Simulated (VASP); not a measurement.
# MoI (F-43m) in VASP: a series of runs

The runs below take MoI through band structure, with RPBE, revPBE, BLYP, AM05.

Everything below comes from runs of VASP 6.6.1. Logs are shortened: lines on timing, memory, paths and dates and some standing lists are left out, and cuts for length are marked.

## Step 1: The crystal as given

It takes space group F-43m (No. 216, cubic). Conventional cell: a = 6.358 Å, b = 6.358 Å, c = 6.358 Å, α = 90.00°, β = 90.00°, γ = 90.00°. Mo (site symmetry -43m) has 4 I at 2.75 Å as nearest neighbours. I (site symmetry -43m) has 4 Mo at 2.75 Å as nearest neighbours.

The cell was built by a generator and needn't be a form met in nature.

## Step 2: Band structure, RPBE

INCAR

```
PREC = Accurate
ENCUT = 520
EDIFF = 1E-6
ISMEAR = -1
SIGMA = 0.05
LREAL = F
LASPH = T
NELM = 100
ALGO = Fast
ISIF = 2
LWAVE = F
LCHARG = F
LMAXMIX = 4
GGA = RP
```

KPOINTS

```
Automatic mesh
0
Gamma
  7 7 7
```

POSCAR

```
MoI
1.0
    0.0000000000      3.1788513800      3.1788513800
    3.1788513800      0.0000000000      3.1788513800
    3.1788513800      3.1788513800      0.0000000000
Mo I
1 1
Direct
    0.0000000000      0.0000000000      0.0000000000
    0.7500000000      0.7500000000      0.7500000000
```

KPOINTS_OPT

```
path GXWKGLUWLK,UX
20
line-mode
reciprocal
 0.0000000000  0.0000000000  0.0000000000  G
 0.5000000000  0.0000000000  0.5000000000  X

 0.5000000000  0.0000000000  0.5000000000  X
 0.5000000000  0.2500000000  0.7500000000  W

 0.5000000000  0.2500000000  0.7500000000  W
 0.3750000000  0.3750000000  0.7500000000  K

 0.3750000000  0.3750000000  0.7500000000  K
 0.0000000000  0.0000000000  0.0000000000  G

 0.0000000000  0.0000000000  0.0000000000  G
 0.5000000000  0.5000000000  0.5000000000  L

 0.5000000000  0.5000000000  0.5000000000  L
 0.6250000000  0.2500000000  0.6250000000  U

 0.6250000000  0.2500000000  0.6250000000  U
 0.5000000000  0.2500000000  0.7500000000  W

 0.5000000000  0.2500000000  0.7500000000  W
 0.5000000000  0.5000000000  0.5000000000  L

 0.5000000000  0.5000000000  0.5000000000  L
 0.3750000000  0.3750000000  0.7500000000  K

 0.6250000000  0.2500000000  0.6250000000  U
 0.5000000000  0.0000000000  0.5000000000  X
```

Potentials or basis: VASP PAW PBE potentials, release 64 (Mo_sv, I).

Command:

```console
$ cat potpaw_PBE.64/Mo_sv/POTCAR potpaw_PBE.64/I/POTCAR > POTCAR
$ mpirun -np 1 vasp_std > vasp.out
```

OUTCAR:

```text
PREC = Accurate
   ENCUT = 520
   EDIFF = 1E-6
   ISMEAR = -1
   LREAL = F
   LASPH = T
   NELM = 100
   ISIF = 2
   GGA = RP

 ion  position               nearest neighbor table
   1  0.000  0.000  0.000-   2 2.75   2 2.75   2 2.75   2 2.75
   2  0.750  0.750  0.750-   1 2.75   1 2.75   1 2.75   1 2.75

  LATTYP: Found a face centered cubic cell.
 ALAT       =     6.3577027600

  Lattice vectors:

 A1 = (   0.0000000000,   3.1788513800,   3.1788513800)
 A2 = (   3.1788513800,   0.0000000000,   3.1788513800)
 A3 = (   3.1788513800,   3.1788513800,   0.0000000000)

Analysis of symmetry for initial positions (statically):
=====================================================================
 Subroutine PRICEL returns:
 Original cell was already a primitive cell.

 Routine SETGRP: Setting up the symmetry group for a
 face centered cubic supercell.

 Subroutine GETGRP returns: Found 24 space group operations
 (whereof 24 operations were pure point group operations)
 out of a pool of 48 trial point group operations.

The static configuration has the point symmetry T_d .

Analysis of symmetry for dynamics (positions and initial velocities):
=====================================================================
 Subroutine PRICEL returns:
 Original cell was already a primitive cell.

 Routine SETGRP: Setting up the symmetry group for a
 face centered cubic supercell.

 Subroutine GETGRP returns: Found 24 space group operations
 (whereof 24 operations were pure point group operations)
 out of a pool of 48 trial point group operations.

The dynamic configuration has the point symmetry T_d .

 Subroutine INISYM returns: Found 24 space group operations
 (whereof 24 operations are pure point group operations),
 and found     1 'primitive' translations

----------------------------------------------------------------------------------------

                                     Primitive cell

  volume of cell :      64.2452

  direct lattice vectors                    reciprocal lattice vectors
     0.000000000  3.178851380  3.178851380    -0.157289518  0.157289518  0.157289518
     3.178851380  0.000000000  3.178851380     0.157289518 -0.157289518  0.157289518
     3.178851380  3.178851380  0.000000000     0.157289518  0.157289518 -0.157289518

  length of vectors
     4.495574734  4.495574734  4.495574734     0.272433436  0.272433436  0.272433436

  position of ions in fractional coordinates (direct lattice)
     0.000000000  0.000000000  0.000000000
     0.750000000  0.750000000  0.750000000

  ion indices of the primitive-cell ions
   primitive index   ion index
                 1           1
                 2           2

----------------------------------------------------------------------------------------

 KPOINTS: Automatic mesh

Automatic generation of k-mesh.
 Grid dimensions read from file:
 generate k-points for:    7    7    7

 Generating k-lattice:

  Cartesian coordinates                     Fractional coordinates (reciprocal lattice)
    -0.022469931  0.022469931  0.022469931     0.142857143  0.000000000  0.000000000
     0.022469931 -0.022469931  0.022469931     0.000000000  0.142857143  0.000000000
     0.022469931  0.022469931 -0.022469931     0.000000000  0.000000000  0.142857143

  Length of vectors
     0.038919062  0.038919062  0.038919062

  Shift w.r.t. Gamma in fractional coordinates (k-lattice)
     0.000000000  0.000000000  0.000000000

 Subroutine IBZKPT returns following result:
 ===========================================

 Found     20 irreducible k-points:

 Following reciprocal coordinates:
            Coordinates               Weight
  0.000000  0.000000  0.000000      1.000000
  0.142857  0.000000  0.000000      8.000000
  0.285714  0.000000  0.000000      8.000000
  0.428571  0.000000  0.000000      8.000000
  0.142857  0.142857  0.000000      6.000000
  0.285714  0.142857  0.000000     24.000000
[... 12 lines left out ...]
 -0.428571  0.428571  0.142857     24.000000
 -0.285714  0.428571  0.142857     24.000000
   k-points           NKPTS =     20   k-points in BZ     NKDIM =     20   number of bands    NBANDS=     14
   number of dos      NEDOS =    301   number of ions     NIONS =      2
   total plane-waves  NPLWV =  46656
   dimension x,y,z NGX =    36 NGY =   36 NGZ =   36
   dimension x,y,z NGXF=    72 NGYF=   72 NGZF=   72
   ions per type =               1   1
   NGX,Y,Z   is equivalent  to a cutoff of  13.31, 13.31, 13.31 a.u.
   NGXF,Y,Z  is equivalent  to a cutoff of  26.63, 26.63, 26.63 a.u.
 SYSTEM =  unknown system
   PREC   = accura    normal or accurate (medium, high low for compatibility)
   ISTART =      0    job   : 0-new  1-cont  2-samecut
   ICHARG =      2    charge: 1-file 2-atom 10-const
   ISPIN  =      1    spin polarized calculation?
   LNONCOLLINEAR =      F non collinear calculations
   LSORBIT =      F    spin-orbit coupling
   LASPH  =      T    aspherical Exc in radial PAW
   ENCUT  =  520.0 eV  38.22 Ry    6.18 a.u.   8.36  8.36  8.36*2*pi/ulx,y,z
   NELM   =    100;   NELMIN=  2; NELMDL= -5     # of ELM steps
   EDIFF  = 0.1E-05   stopping-criterion for ELM
   LREAL  =      F    real-space projection
   EDIFFG = 0.1E-04   stopping-criterion for IOM
   NSW    =      0    number of steps for IOM
   IBRION =     -1    ionic relax: 0-MD 1-quasi-New 2-CG
   NFREE  =      0    steps in history (QN), initial steepest desc. (CG)
   ISIF   =      2    stress and relaxation
   ISYM   =      2    0-nonsym 1-usesym 2-fastsym
   POTIM  = 0.5000    time-step for ionic-motion
   TEBEG  =    0.0;   TEEND  =   0.0 temperature during run
   PSTRESS=    0.0 pullay stress
   NELECT =      21.0000    total number of electrons
   NUPDOWN=      -1.0000    fix difference up-down
   EMIN   =  10.00;   EMAX   =-10.00  energy-range for DOS
   EFERMI =   0.00;   METHOD = LEGACY
   ISMEAR =    -1;   SIGMA  =   0.05  broadening in eV -4-tet -1-fermi 0-gaus
   EFERMI_NEDOS =   21; number of points for ismear=-14 and -15
   IALGO  =     68    algorithm
   IMIX   =      4    mixing-type and parameters
     AMIX     =   0.40;   BMIX     =  1.00
     AMIX_MAG =   1.60;   BMIX_MAG =  1.00
  volume/ion in A,a.u.               =      32.12       216.77
  Fermi-wavevector in a.u.,A,eV,Ry     =   1.127719  2.131081 17.303223  1.271751
  Thomas-Fermi vector in A             =   2.264407
   LORBIT       =      0    0 simple, 1 ext, 2 COOP (PROOUT), +10 PAW based schemes
   GGA     = RP    functional components
   LHFCALC =     F    Hartree Fock is set to
   AEXX    =    0.0000 exact exchange contribution
   IVDW    =     0    specifies the selected vdW correction
   LEPSILON=     F    determine dielectric tensor
   LRPA    =     F    only Hartree local field effects (RPA)
 non-spin polarized calculation
 RMM-DIIS sequential band-by-band and
  energy-cutoff  :      520.00
  volume of cell :       64.25
 maximum number of plane-waves:      1759
 NGX is ok and might be reduce to    36
   NGX = 17   NGY = 17   NGZ = 17

 number of electron      21.0000000 magnetization

 Free energy of the ion-electron system (eV)
  ---------------------------------------------------
  ext. energy  EPLUGINS =         0.00000000
  ---------------------------------------------------
  free energy    TOTEN  =        -8.62346060 eV

  energy without entropy =       -8.58576963  energy(sigma->0) =       -8.60461511

 E-fermi :   5.9260     XC(G=0):  -9.0469

 val. band max:        5.9096859312   @ k =   0.4286   0.2857   0.0000
 cond. band min:       5.9328773910   @ k =   0.4286   0.4286   0.0000
 fundamental gap:      0.0231914598
 Fermi energy:         5.9260481455

 k-point     1 :       0.0000    0.0000    0.0000
  band No.  band energies     occupation
      1     -54.6440      2.00000
      2     -28.7920      2.00000
      3     -28.7920      2.00000
      4     -28.7920      2.00000
      5      -8.9301      2.00000
      6       1.0207      2.00000
      7       1.0207      2.00000
      8       1.0207      2.00000
      9       5.4784      1.99974
     10       5.4784      1.99974
     11       6.4849      0.00003
     12       8.4195      0.00000
     13       8.4195      0.00000
     14       8.4195      0.00000

 k-point     2 :       0.1429    0.0000    0.0000
  band No.  band energies     occupation
      1     -54.6439      2.00000
      2     -28.7948      2.00000
      3     -28.7924      2.00000
      4     -28.7924      2.00000
      5      -8.8686      2.00000
      6       0.7986      2.00000
      7       1.0557      2.00000
      8       1.0557      2.00000
      9       5.4364      1.99989
     10       5.4364      1.99989
     11       6.9330      0.00000
     12       7.9191      0.00000
     13       8.2653      0.00000
     14       8.2653      0.00000

 k-point     3 :       0.2857    0.0000    0.0000
  band No.  band energies     occupation
      1     -54.6436      2.00000
      2     -28.8012      2.00000
      3     -28.7933      2.00000
      4     -28.7933      2.00000
      5      -8.7266      2.00000
      6       0.4037      2.00000
      7       1.1284      2.00000
      8       1.1284      2.00000
      9       5.4451      1.99987
     10       5.4451      1.99987
     11       6.5626      0.00001
     12       7.7768      0.00000
     13       7.7768      0.00000
     14       8.1191      0.00000
[... 256 lines left out ...]
 k-point    19 :      -0.4286    0.4286    0.1429
  band No.  band energies     occupation
      1     -54.6433      2.00000
      2     -28.8062      2.00000
      3     -28.7979      2.00000
      4     -28.7967      2.00000
      5      -8.4982      2.00000
      6       0.1819      2.00000
      7       1.0262      2.00000
      8       1.3157      2.00000
      9       4.9135      2.00000
     10       5.3989      1.99995
     11       5.9037      1.22015
     12       6.4293      0.00009
     13       6.8851      0.00000
     14      10.2217      0.00000

 k-point    20 :      -0.2857    0.4286    0.1429
  band No.  band energies     occupation
      1     -54.6433      2.00000
      2     -28.8058      2.00000
      3     -28.7990      2.00000
      4     -28.7965      2.00000
      5      -8.4883      2.00000
      6       0.4413      2.00000
      7       0.6999      2.00000
      8       1.3126      2.00000
      9       4.8618      2.00000
     10       5.3587      1.99998
     11       5.8473      1.65682
     12       6.5033      0.00002
     13       7.0151      0.00000
     14      10.7046      0.00000

------------------------ aborting loop because EDIFF is reached ----------------------------------------

  FORCE on cell =-STRESS in cart. coord.  units (eV):
  Direction    XX          YY          ZZ          XY          YZ          ZX
  --------------------------------------------------------------------------------------
  -------------------------------------------------------------------------------------
  Total       -2.3515908     -2.3515908     -2.3515908      0.0000000     -0.0000000      0.0000000
  in kB      -58.6450914    -58.6450914    -58.6450914      0.0000000     -0.0000000      0.0000000
  external PRESSURE =     -58.6450914 kB  Pullay stress =       0.0000000 kB

 VOLUME and BASIS-vectors are now :
 -----------------------------------------------------------------------------
  energy-cutoff  :      520.00
  volume of cell :       64.25
      direct lattice vectors                 reciprocal lattice vectors
     0.000000000  3.178851380  3.178851380    -0.157289518  0.157289518  0.157289518
     3.178851380  0.000000000  3.178851380     0.157289518 -0.157289518  0.157289518
     3.178851380  3.178851380  0.000000000     0.157289518  0.157289518 -0.157289518

 POSITION                                       TOTAL-FORCE (eV/Angst)
 -----------------------------------------------------------------------------------
      0.00000      0.00000      0.00000        -0.000000     -0.000000     -0.000000
      4.76828      4.76828      4.76828         0.000000      0.000000      0.000000
 -----------------------------------------------------------------------------------
    total drift:                               -0.000000     -0.000000     -0.000000

  FREE ENERGIE OF THE ION-ELECTRON SYSTEM (eV)
  ---------------------------------------------------
  free  energy   TOTEN  =        -8.6234606007 eV

  energy  without entropy=       -8.5857696272  energy(sigma->0) =       -8.60461511
```

Wall time 80 s (1 thread of AMD EPYC 9R45 (Zen 5), shared host); peak memory 0.19 GiB.

Results:

```yaml
Free_energy: -8.6235 eV
Pressure: -5.9 GPa
Band_gap_along_the_path: none (metal or under the smearing width)
```

Levels at the corners of the path, in eV from the Fermi level:
```
point  band 9  band 10  band 11  band 12  band 13  band 14
    Γ   -0.45    -0.45     0.56     2.49     2.49     2.49
    X   -1.00    -0.37     0.03     0.32     0.32     3.94
    X   -1.00    -0.37     0.03     0.32     0.32     3.94
    W   -1.10    -0.64    -0.05     0.51     1.12     5.07
    W   -1.10    -0.64    -0.05     0.51     1.12     5.09
    K   -1.08    -0.29    -0.26     0.68     0.82     4.33
    K   -1.08    -0.29    -0.26     0.68     0.82     4.33
    Γ   -0.45    -0.45     0.56     2.49     2.49     2.49
    Γ   -0.45    -0.45     0.56     2.49     2.49     2.49
    L   -0.28    -0.28    -0.22     1.20     1.20     2.55
    L   -0.28    -0.28    -0.22     1.20     1.20     2.55
    U   -1.08    -0.29    -0.26     0.68     0.82     4.33
    U   -1.08    -0.29    -0.26     0.68     0.82     4.33
    W   -1.10    -0.64    -0.05     0.51     1.12     5.07
    W   -1.10    -0.64    -0.05     0.51     1.12     5.10
    L   -0.28    -0.28    -0.22     1.20     1.20     2.55
    L   -0.28    -0.28    -0.22     1.20     1.20     2.55
    K   -1.08    -0.29    -0.26     0.68     0.82     4.33
    U   -1.08    -0.29    -0.26     0.68     0.82     4.33
    X   -1.00    -0.37     0.03     0.32     0.32     3.94
```

Caveat: the PAW data sets were made with another functional, which shifts forces and pressure a little; spin-orbit coupling is left out, which moves the levels of the heavy elements; an odd number of electrons without spin polarisation forces a metal; a magnetic or distorted state may lie lower.

[end of part 1 of 2]
